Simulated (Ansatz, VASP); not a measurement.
**Cross-check of TiSnGe (TiSnGe in the AlB2 type) between VASP and Ansatz**

Wanted: the spread between two codes on one cell, functional and k mesh. The cell is generated by rule, not measured, and may not be a known phase. The cell is taken from a series of runs on this material, whose earlier steps may have relaxed, scaled, displaced or heated it; both programs get it as it stands.

Method: plane waves, with VASP 6.6.1 beside it; relaxation of cell and atoms at PBEsol and zone-centre phonons at PBEsol, in Ansatz 0.2.0.

**1. The starting structure**

The structure is hexagonal, space group P-6m2 (No. 187). Conventional cell: a = 4.845 Å, b = 4.845 Å, c = 2.782 Å, α = 90.00°, β = 90.00°, γ = 120.00°. Nearest to Ti lie 2 Ti at 2.78 Å. Nearest to Ge lie 2 Ge at 2.78 Å and 3 Sn at 2.80 Å. Nearest to Sn lie 2 Sn at 2.78 Å and 3 Ge at 2.80 Å. Farther neighbours are not listed.

Structure file:

```xyz
3
Lattice="4.8446 0.0000 0.0000 -2.4223 4.1956 0.0000 0.0000 0.0000 2.7818" Properties=species:S:1:pos:R:3 pbc="T T T"
Ti    0.0000    0.0000    0.0000
Ge    0.0000    2.7970    1.3909
Sn    2.4223    1.3985    1.3909
```

**2. VASP: relaxation of cell and atoms, PBEsol, pair 1**

The relaxed volume is the usual yardstick between codes: in a stiff, nearly cubic crystal its relative difference is about their pressure difference at one cell divided by the bulk modulus.

Lines of VASP's logs that name or quote its potential files are left out, and so is its time.

The input, INCAR:

```
SYSTEM = TiSnGe
PREC = Accurate
ENCUT = 500
EDIFF = 1E-07
NELM = 120
ISMEAR = 1
SIGMA = 0.2
LREAL = .FALSE.
ALGO = Normal
GGA = PS
NBANDS = 26
LASPH = .TRUE.
LORBIT = 11
LWAVE = .FALSE.
LCHARG = .FALSE.
ISIF = 3
IBRION = 2
NSW = 80
EDIFFG = -0.005
GGA_COMPAT = .FALSE.
NELMIN = 4
KPAR = 2
```

The input, POSCAR:

```
TiSnGe
1.0
    4.8446170000      0.0000000000      0.0000000000
   -2.4223090000      4.1955610000      0.0000000000
    0.0000000000      0.0000000000      2.7817960000
Ti Ge Sn
1 1 1
Direct
    0.0000000000      0.0000000000      0.0000000000
    0.3333334419      0.6666667461      0.5000000000
    0.6666667646      0.3333332539      0.5000000000
```

The input, KPOINTS:

```
Automatic mesh
0
Gamma
6 6 9
0 0 0
```

PAW data sets: Ti_sv, Ge_d and Sn_d (PBE family, release 64).

Started as:

```console
$ mpirun -np 2 vasp_std
```

Numbers of over 12 decimals in the logs are rounded to 6 here.

Output:

```text
[banner, memory and clock lines left out]
running    2 mpi-ranks, on    1 nodes
 distrk:  each k-point on    1 cores,    2 groups
 distr:  one band on    1 cores,    1 groups

 POSCAR found type information on POSCAR TiGeSn
 POSCAR found :  3 types and       3 ions
|                                                                             |
|               ----> ADVICE to this user running VASP <----                  |
|                                                                             |
|     You enforced a specific xc type in the INCAR file but a different       |
|     [... a line on the potential file left out ...]
|     I HOPE YOU KNOW WHAT YOU ARE DOING!                                     |
|                                                                             |

 LDA part: xc-table for (Slater+PW92), standard interpolation
 POSCAR, INCAR and KPOINTS ok, starting setup
 FFT: planning ... GRIDC
 FFT: planning ... GRID_SOFT
 FFT: planning ... GRID
 WAVECAR not read
 entering main loop
       N       E                     dE             d eps       ncg     rms          rms(c)
DAV:   1     0.353682611551E+03    0.35368E+03   -0.20121E+04  1918   0.320E+03
DAV:   2     0.319387522751E+02   -0.32174E+03   -0.31714E+03  1828   0.626E+02
DAV:   3    -0.163648966192E+02   -0.48304E+02   -0.47570E+02  2058   0.192E+02
DAV:   4    -0.193397055296E+02   -0.29748E+01   -0.29329E+01  2690   0.467E+01
DAV:   5    -0.194120344214E+02   -0.72329E-01   -0.72290E-01  2382   0.690E+00    0.976E+00
DAV:   6    -0.188253196031E+02    0.58671E+00   -0.29662E+01  2418   0.236E+01    0.760E+00
DAV:   7    -0.176030948749E+02    0.12222E+01   -0.11237E+01  2142   0.172E+01    0.281E+00
DAV:   8    -0.175613691456E+02    0.41726E-01   -0.11588E+00  1990   0.777E+00    0.157E+00
DAV:   9    -0.175236228230E+02    0.37746E-01   -0.25267E-01  2044   0.404E+00    0.267E-01
DAV:  10    -0.175239427504E+02   -0.31993E-03   -0.80020E-03  2586   0.836E-01    0.106E-01
DAV:  11    -0.175239507566E+02   -0.80062E-05   -0.13845E-03  2568   0.252E-01    0.715E-02
DAV:  12    -0.175239315957E+02    0.19161E-04   -0.26712E-04  2324   0.985E-02    0.969E-03
DAV:  13    -0.175239306490E+02    0.94669E-06   -0.69259E-06  2412   0.206E-02    0.507E-03
DAV:  14    -0.175239305877E+02    0.61231E-07   -0.84167E-07  2442   0.758E-03
   1 F= -.17523931E+02 E0= -.17523663E+02  d E =-.175239E+02
[...]
2 F= -.17524354E+02 E0= -.17524169E+02  d E =-.423585E-03
[...]
3 F= -.17524483E+02 E0= -.17524267E+02  d E =-.552664E-03
[...]
4 F= -.17524483E+02 E0= -.17524268E+02  d E =-.552863E-03
 curvature:  -0.36 expect dE=-0.375E-04 dE for cont linesearch -0.117E-08
 trial: gam= 0.05866 g(F)=  0.132E-41 g(S)=  0.104E-03 ort = 0.238E-05 (trialstep = 0.935E+00)
 search vector abs. value=  0.111E-03
 bond charge predicted
       N       E                     dE             d eps       ncg     rms          rms(c)
DAV:   1    -0.175251356837E+02   -0.65225E-03   -0.16280E-02  1952   0.131E+00    0.145E-01
DAV:   2    -0.175247292063E+02    0.40648E-03   -0.10285E-03  2068   0.273E-01    0.798E-02
DAV:   3    -0.175245915160E+02    0.13769E-03   -0.61995E-04  2402   0.161E-01    0.484E-02
DAV:   4    -0.175245384879E+02    0.53028E-04   -0.27212E-04  2298   0.950E-02    0.996E-03
DAV:   5    -0.175245378471E+02    0.64076E-06   -0.15231E-05  2288   0.331E-02    0.553E-03
DAV:   6    -0.175245375413E+02    0.30586E-06   -0.97512E-07  2628   0.859E-03    0.170E-03
DAV:   7    -0.175245374316E+02    0.10970E-06   -0.87066E-08  1100   0.226E-03    0.352E-04
DAV:   8    -0.175245374180E+02    0.13582E-07   -0.16864E-08   968   0.161E-03
   5 F= -.17524537E+02 E0= -.17524345E+02  d E =-.539673E-04
 trial-energy change:   -0.000054  1 .order   -0.000054   -0.000098   -0.000011
 step:   1.0537(harm=  1.0537)  dis= 0.00000  next Energy=   -17.524538 (dE=-0.550E-04)
 reached required accuracy - stopping structural energy minimisation
```

OUTCAR, selected parts (step 2):

```text
ion  position               nearest neighbor table
   1  0.000  0.000  0.000-   3 3.12   3 3.12   3 3.12   3 3.12   3 3.12   3 3.12
   2  0.333  0.667  0.500-   3 2.80   3 2.80   3 2.80
   3  0.667  0.333  0.500-   2 2.80   2 2.80   2 2.80   1 3.12   1 3.12   1 3.12   1 3.12   1 3.12
                             1 3.12

  LATTYP: Found a hexagonal cell.
 ALAT       =     4.8446170000
 C/A-ratio  =     0.5742034922

 Subroutine GETGRP returns: Found 12 space group operations
 (whereof 12 operations were pure point group operations)

The static configuration has the point symmetry D_3h.

 Found     35 irreducible k-points:

   k-points           NKPTS =     35   k-points in BZ     NKDIM =     35   number of bands    NBANDS=     26

   dimension x,y,z NGX =    36 NGY =   36 NGZ =   20
   dimension x,y,z NGXF=    72 NGYF=   72 NGZF=   40

   ENCUT  =  500.0 eV  36.75 Ry    6.06 a.u.   8.83  8.83  5.07*2*pi/ulx,y,z

   NELECT =      40.0000    total number of electrons

 k-points in reciprocal lattice and weights: Automatic mesh
   0.00000000  0.00000000  0.00000000       0.003
   0.16666667 -0.00000000  0.00000000       0.019
   0.33333333  0.00000000  0.00000000       0.019
   0.50000000 -0.00000000  0.00000000       0.009
   0.16666667  0.16666667  0.00000000       0.019
   0.33333333  0.16666667  0.00000000       0.037
   0.33333333  0.33333333  0.00000000       0.006
   0.00000000  0.00000000  0.11111111       0.006
   0.16666667 -0.00000000  0.11111111       0.037
[...]
0.33333333  0.16666667  0.44444444       0.074
   0.33333333  0.33333333  0.44444444       0.012

 average (electrostatic) potential at core
       1 -71.5972       2 -69.7386       3 -97.5966

 E-fermi :   9.2655

 k-point     1 :       0.0000    0.0000    0.0000
  band No.  band energies     occupation
    ...
     17       4.9271      2.00000
     18       4.9271      2.00000
     19       7.8560      2.00000
     20       8.5366      2.00000
     21       8.5366      2.00000
     22      11.3582     -0.00000
     23      11.3582     -0.00000
     24      11.7886     -0.00000
     25      11.7886     -0.00000
     26      12.8765     -0.00000

 k-point     2 :       0.1667   -0.0000    0.0000
  band No.  band energies     occupation
    ...
     17       4.8079      2.00000
     18       6.0274      2.00000
     19       7.4501      2.00000
     20       8.6225      2.00005
     21       8.6935      2.00040
     22      11.3055     -0.00000
     23      11.3560     -0.00000
     24      11.9990     -0.00000
     25      12.1959     -0.00000
     26      13.9524      0.00000

 k-point     3 :       0.3333    0.0000    0.0000
  band No.  band energies     occupation
    ...
     16       0.4696      2.00000
     17       4.5974      2.00000
     18       5.7070      2.00000
     19       8.3977      2.00000
     20       8.7398      2.00128
     21       9.4727     -0.05697
     22      11.2148     -0.00000
     23      11.3518     -0.00000
     24      12.1372     -0.00000
     25      13.4204      0.00000
    ...

  Total       -0.0008756     -0.0008756      0.0093106      0.0000000      0.0000000     -0.0000000
  in kB       -0.0249458     -0.0249458      0.2652624      0.0000000      0.0000000     -0.0000000
  external PRESSURE =       0.0717903 kB  Pullay stress =       0.0000000 kB

  energy-cutoff  :      500.00
  volume of cell :       56.24
      direct lattice vectors                 reciprocal lattice vectors
     4.830798397  0.000000002  0.000000000     0.207005120  0.119514497  0.000000000
    -2.415399695  4.183593741  0.000000000    -0.000000000  0.239028945 -0.000000000
    -0.000000000 -0.000000000  2.782544237    -0.000000000 -0.000000000  0.359383325

 POSITION                                       TOTAL-FORCE (eV/Angst)
 -----------------------------------------------------------------------------------
     -0.00000      0.00000      2.78254        -0.000000      0.000000      0.000000
      0.00000      2.78906      1.39127        -0.000000     -0.000000     -0.000000
      2.41540      1.39453      1.39127         0.000000      0.000000      0.000000
 -----------------------------------------------------------------------------------
    total drift:                               -0.000433     -0.000035      0.000000

  FREE ENERGIE OF THE ION-ELECTRON SYSTEM (eV)
  ---------------------------------------------------
  free  energy   TOTEN  =       -17.5245374180 eV

  energy  without entropy=      -17.5239612957  energy(sigma->0) =      -17.52434538

 reached required accuracy - stopping structural energy minimisation

 total charge
# of ion       s       p       d       tot
------------------------------------------
    1        2.159   6.065   1.960  10.184
    2        1.190   1.082  10.037  12.308
    3        1.162   1.266  10.053  12.481
--------------------------------------------------
tot          4.511   8.413  22.050  34.974

[... 3 further parts left out ...]
```

The k-mesh is coarse for a metal. The run keeps the 12 symmetry operations of its start, so it cannot find a distortion of lower symmetry.

**3. Ansatz: relaxation of cell and atoms, PBEsol, pair 1**

Ansatz runs on its PAW soft_1 files.

The same cell, functional, mesh and smearing now go to Ansatz, which takes its cutoff from its data sets.

The input, input.yaml:

```yaml
crystal:
  lattice:
    - [4.8446170121, 0.0, 0.0]
    - [-2.422308506, 4.1955614041, 0.0]
    - [0.0, 0.0, 2.7817956802]
  atoms:
    - { symbol: Ti, position: [0.0, 0.0, 0.0] }
    - { symbol: Ge, position: [0.3333333333, 0.6666666667, 0.5] }
    - { symbol: Sn, position: [0.6666666667, 0.3333333333, 0.5] }
kpoints:
  mp_grid: { grid: [6, 6, 9] }
hamiltonian:
  xc: pbesol
  pseudopotentials: { kind: paw, azcp: { folder: soft_1 }, xc_functional: pbe }
scf:
  occupations: { method: methfessel_paxton, width: 0.2 }
output:
  forces: true
  stress: true
  eigenvalues: true
relax:
  adjacent_minimum: "off"
  f_tol: 0.001
  max_steps: 60
  cell: { stress_tol: 0.01 }
```

Started as:

```console
$ ansatz run input.yaml --threads 4 --pin off --max-ram 12288MiB --backend cpu --events-out ev --progress --plain --runs-dir out
```

Output:

```text
Engine: ansatz 0.2.0, aarch64-unknown-linux-gnu
Pseudopotentials: kind: paw
Pseudopotential: Ti, paw, valence charge 12, recommended cutoff 420 eV (normal), soft_1/Ti.paw.azcp
Pseudopotential: Ge, paw, valence charge 14, recommended cutoff 420 eV (normal), soft_1/Ge.paw.azcp
Pseudopotential: Sn, paw, valence charge 14, recommended cutoff 420 eV (normal), soft_1/Sn.paw.azcp
Functional definition: PBEsol
  exchange = pbesol_x
  correlation = pbesol_c
Crystal: 3 atoms, lattice volume = 56.542 Å³
Basis set: ecut = 420 eV, 1119 PW (Γ), exchange–correlation on 72×72×40 points (8 copies of the dense FFT grid, shifted against one another)
Bands: 24, of which v1, the nominal top of the filled ones, is band 20 counted from 1 (19 counted from 0)
Symmetry: 12 space group operations
Space group: P-6m2 (ITA 187), of the structure as read, at distance tolerance 3.8e-5 Å
k-points: 35 of 324 (time reversal used)
Non-local potential: Ti, projectors of the file, l = 0: 3, l = 1: 2, l = 2: 3, l = 3: 1
Non-local potential: Ge, projectors of the file, l = 0: 2, l = 1: 2, l = 2: 3, l = 3: 1
Non-local potential: Sn, projectors of the file, l = 0: 2, l = 1: 2, l = 2: 2, l = 3: 1
PAW form: soft (Blöchl's): semilocal exchange-correlation on the pseudo side does not see the compensation charge
PAW frozen core: Ti, regenerated for the run's functional, and the local potential with it (the file was generated under x = pbe(κ = 0.804, μ = 0.219515), c = pbe(β = 0.066725))
PAW frozen core: Ge, regenerated for the run's functional, and the local potential with it (the file was generated under x = pbe(κ = 0.804, μ = 0.219515), c = pbe(β = 0.066725))
PAW frozen core: Sn, regenerated for the run's functional, and the local potential with it (the file was generated under x = pbe(κ = 0.804, μ = 0.219515), c = pbe(β = 0.066725))
PAW one-centre angular grid: Ti, 590 points (default); XC on 64 Gauss nodes
PAW one-centre angular grid: Ge, 590 points (default); XC on 64 Gauss nodes
PAW one-centre angular grid: Sn, 590 points (default); XC on 64 Gauss nodes
Initial density: superposition of atomic densities (chi_scale 0.1, normalization cell, long waves kept (reshape's long-wave potential 0.00 eV rms))
Initial wavefunctions: pseudopotential atomic-orbital guess
Functional: x = pbesol(κ = 0.804, μ = 0.123457), c = pbesol(β = 0.046)
SCF iter   1: F=—  HF=-12678.746843 eV  |F-HF|=—  |Δ(HF+E_count)|=         —  Δρ=8.08e-2  dr2=9.94e0  ethr=3.10e-3  ⟨swp⟩=4.8  Hψ=3155  notcnv=0
preconditioner: auto → none  [metal: Δε(μ)=0.081 eV  Ē_g=15.579 eV  σ=0.200 eV  W_gap=0.32  n_scr=8 (ndim 8)  ℏωp=27.9 eV  f_vac=0.000  D(μ)=1.77/eV (n_scr^D=8)  sad-step TF]
SCF iter   2: F=—  HF=-12678.129300 eV  |F-HF|=—  |Δ(HF+E_count)|=   6.18e-1  S|Δr|=    0.00e0  Δρ=6.73e-2  dr2=6.52e0  ethr=3.10e-3  ⟨swp⟩=2.0  Hψ=1231  notcnv=0
SCF iter   3: F=—  HF=-12677.338048 eV  |F-HF|=—  |Δ(HF+E_count)|=   7.91e-1  S|Δr|=    0.00e0  Δρ=1.40e-2  dr2=9.63e-2  ethr=3.10e-3  ⟨swp⟩=2.6  Hψ=1678  notcnv=0
SCF iter   4: F=—  HF=-12677.250539 eV  |F-HF|=—  |Δ(HF+E_count)|=   8.75e-2  S|Δr|=    0.00e0  Δρ=4.96e-3  dr2=8.45e-3  ethr=2.41e-4  ⟨swp⟩=2.0  Hψ=1807  notcnv=0
SCF iter   5: F=—  HF=-12677.248603 eV  |F-HF|=—  |Δ(HF+E_count)|=   1.94e-3  S|Δr|=    0.00e0  Δρ=1.44e-3  dr2=1.20e-3  ethr=2.11e-5  ⟨swp⟩=2.0  Hψ=1410  notcnv=0
SCF iter   6: F=—  HF=-12677.248372 eV  |F-HF|=—  |Δ(HF+E_count)|=   2.30e-4  S|Δr|=    0.00e0  Δρ=3.46e-4  dr2=6.47e-5  ethr=3.00e-6  ⟨swp⟩=2.1  Hψ=1259  notcnv=0
SCF iter   7: F=—  HF=-12677.248373 eV  |F-HF|=—  |Δ(HF+E_count)|=   5.35e-7  S|Δr|=    0.00e0  Δρ=6.27e-5  dr2=1.41e-6  ethr=1.62e-7  ⟨swp⟩=2.1  Hψ=1058  notcnv=0
SCF iter   8: F=-12677.248372 eV  HF=-12677.248372 eV  |F-HF|=9.57e-9  |Δ(HF+E_count)|=   3.23e-7  S|Δr|=    0.00e0  Δρ=1.15e-5  dr2=4.17e-8  ethr=2.50e-10  ⟨swp⟩=4.5  Hψ=4236  notcnv=0
SCF 1 converged in 8 iterations: F = -12677.248372 eV  dr2 = 4.17e-8
  greatest PAW one-centre occupation: 0.998 electrons in one spin orbital (limit 2), on the Ti atom at site 0 (counted from 0), in its partial waves of l = 0
relax step   1: F+E_penalty+E_count = -12677.24837230 eV  Δ(F+E_penalty+E_count) = +0.000e0 eV  max|allowed force component| = 1.110e-16 eV/Å  Δτ_max = 0.0000 Å  P = -0.459 GPa  Ω = 56.542 Å³  (8 SCF iters, dr2 threshold 1.00e-7 eV, accepted)
[...]
relax step   2: F+E_penalty+E_count = -12677.24865210 eV  Δ(F+E_penalty+E_count) = -2.798e-4 eV  max|allowed force component| = 2.529e-16 eV/Å  Δτ_max = 0.0000 Å  P = +0.471 GPa  Ω = 55.953 Å³  energy of the carried Pulay correction = +1.017e-4 eV  (4 SCF iters, dr2 threshold 3.00e-7 eV, accepted)
[...]
relax step   3: F+E_penalty+E_count = -12677.24902788 eV  Δ(F+E_penalty+E_count) = -3.758e-4 eV  max|allowed force component| = 2.035e-16 eV/Å  Δτ_max = 0.0000 Å  P = -0.003 GPa  Ω = 56.242 Å³  energy of the carried Pulay correction = +5.221e-5 eV  (4 SCF iters, dr2 threshold 3.00e-7 eV, accepted)
[...]
relax step   4: F+E_penalty+E_count = -12677.24897474 eV  Δ(F+E_penalty+E_count) = +5.314e-5 eV  max|allowed force component| = 1.835e-16 eV/Å  Δτ_max = 0.0000 Å  P = -0.003 GPa  Ω = 56.242 Å³  stress off target by 7.29e-3 GPa  SCF on the basis re-selected at this cell (its energy is not comparable with the rows above)  (6 SCF iters)
basis re-selected at this cell: Δ(F+E_penalty+E_count) = +5.314e-5 eV, ΔP = +0.001 GPa vs the last step (what re-selecting the basis moved, of the pressure what is left beyond the Pulay correction that the steps carried, after the strain that the cell walked since its last selection, with what the two solves' SCF thresholds leave and, on support functions, any second-order correction that the steps lacked; it is no m [...]
SCF converged after 6 iterations
Stability not checked: this state was not tested for a lower state beside it, because cold or Methfessel-Paxton smearing, or corrected tetrahedra, fill the levels in a way that the test cannot read (fill_not_monotonic; see scf.lower_state_search)
Free energy (F): -12677.248975 eV
Harris-Foulkes:  -12677.248975 eV  (|F-HF|=3.64e-12)
Internal energy: -12677.248305 eV  (E = F + TS)
E sigma→0 (E₀):  -12677.248807 eV
Entropy (-TS):   -0.000670 eV (-0.223 meV/atom)
Fermi energy:    13.567758 eV
--- Per-component energies (eV) ---
  E_band       = -284.509442
  E_kinetic    = 544.164387
  E_local      = -3579.203517  (includes V_loc(G=0)·N_el)
  E_nonlocal   = 428.138560
  E_hartree    = 1700.455461
  E_xc         = -312.694003
  E_vxc        = -292.687994  (∫ρ·V_xc dr)
  E_paw        = -7284.304837  (= ΣΔE_a)
  E_vpaw       = -785.832042  (= ΣTr[D̂ρ^β])
  E_aug_tail   = 0.000228  (compensation charges beyond the density's cutoff)
  E_ewald      = -4175.146746
  E_core_change = 1.342162  (= ΣΔE_core)
  E_smearing   = -0.000670  (= −TS)
  E_closure    = -0.000000  (closes the sum)
  Σ components = -12677.248975   (vs F -12677.248975, Δ=0.00e0)
--- Forces (eV/Å), atoms counted from 1 ---
  atom   1  Ti     0.00000000     0.00000000    -0.00000000
  atom   2  Ge     0.00000000     0.00000000    -0.00000000
  atom   3  Sn    -0.00000000    -0.00000000     0.00000000
  max |Σ_I F_I| component: 4.16e-17 eV/Å
--- Stress (GPa, compression-positive) ---
       -0.007290       0.000000       0.000000
        0.000000      -0.007290       0.000000
        0.000000       0.000000       0.005917
  P = ⅓ Tr σ = -0.0029 GPa (-0.029 kbar)
--- Band table (eV; the first three rows and the last of 35) ---
  k-point 0: bands = [... 16 lower, 9.2305, 9.2305, 12.1521, 12.8369, 12.8369, 15.6634, 15.6634, 16.0985]
  k-point 1: bands = [... 16 lower, 9.4751, 9.4751, 12.4501, 12.7795, 12.7795, 15.7745, 15.7745, 16.0752]
  k-point 2: bands = [... 16 lower, 10.1869, 10.1869, 12.5778, 12.5778, 12.6099, 14.9538, 15.8424, 15.8424]
  k-point 34: bands = [... 16 lower, 9.8627, 9.8801, 10.5826, 13.5724, 13.8887, 14.2093, 14.7265, 14.7652]
--- Relaxed structure (3 steps of the walk, 3 accepted, 1 SCFs on fresh bases) ---
  F+E_penalty+E_count = -12677.24897474 eV   max|allowed force component| = 1.835e-16 eV/Å   (the final SCF, on the basis selected at the relaxed cell)
  cell:  # Å, volume = 56.2418 Å³
    - [4.830765, -2.8785007071466477e-11, 0]
    - [-2.415382, 4.183565, 0]
    - [0, 0, 2.782897]
  atoms:
    - { symbol: Ti, position: [0, 0, 0] }
    - { symbol: Ge, position: [0.333333, 0.666667, 0.5] }
    - { symbol: Sn, position: [0.666667, 0.333333, 0.5] }
```

The column dr2 measures how far the density is from self-consistency, as an energy; F and HF (Harris–Foulkes) agree once it is small.

**4. Comparison**

Known differences besides the potentials themselves: the cutoff is 420 eV in Ansatz and 500 eV in VASP; Ansatz makes its cores anew for this functional, VASP keeps those of its PBE data sets; Ansatz adds a Pulay correction to the stress that steers its cell, VASP none. Total energies have different zeros and are not compared.

The two programs side by side:

| quantity | Ansatz | VASP | difference |
| --- | --- | --- | --- |
| volume (Å³) | 56.24 | 56.24 | +0.01 % |
| edge a after relaxation, in the typed setting (Å) | 4.831 | 4.831 | +0.00 % |
| edge c after relaxation, in the typed setting (Å) | 2.783 | 2.783 | +0.01 % |

(Part 1 of 2 ends here.)

[Lines on the potential files, build, host, timing and source positions are cut from VASP's logs without a mark.]

[Logs are printed without paths, hosts, clocks, repeated set-up lines and the standing remarks that a program may print on its own settings, such as how far it seeks lower states.]

[Hosts, paths, dates, database ids (printed as entryN), source tags and the programs' standing remarks are cut or masked in the printed files.]
